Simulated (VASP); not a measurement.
```xyz
6
Lattice="1.5841 -2.7437 0.0000 1.5841 2.7437 0.0000 0.0000 0.0000 12.4095" Properties=species:S:1:pos:R:3 pbc="T T T"
W      1.5841     0.9146     3.1024
W      1.5841    -0.9146     9.3071
S      1.5841     0.9146    10.8856
S      1.5841    -0.9146     4.6809
S      1.5841    -0.9146     1.5239
S      1.5841     0.9146     7.7286
```

Calculation: optB86b-vdW, VASP's PBE PAW potentials (set 64) (plane waves; VASP). Run with 520 eV cut-off, Gaussian smearing of 0.050 eV, potentials W_sv S.

Unless said otherwise, spin-orbit coupling is left out, though it shifts the bands of the heavy elements here.

**Question.** Predict the band gap (along the path) with the smallest direct gap where there is one.

**Answer.** 
```json
{
 "band gap (along the path)": "1.00 eV",
 "smallest direct gap (along the path)": "1.81 eV"
}
```

Total energies compare only between runs with the same potentials, cut-off and functional.

The compound is WS2 in the 2H layered structure. It was relaxed first.
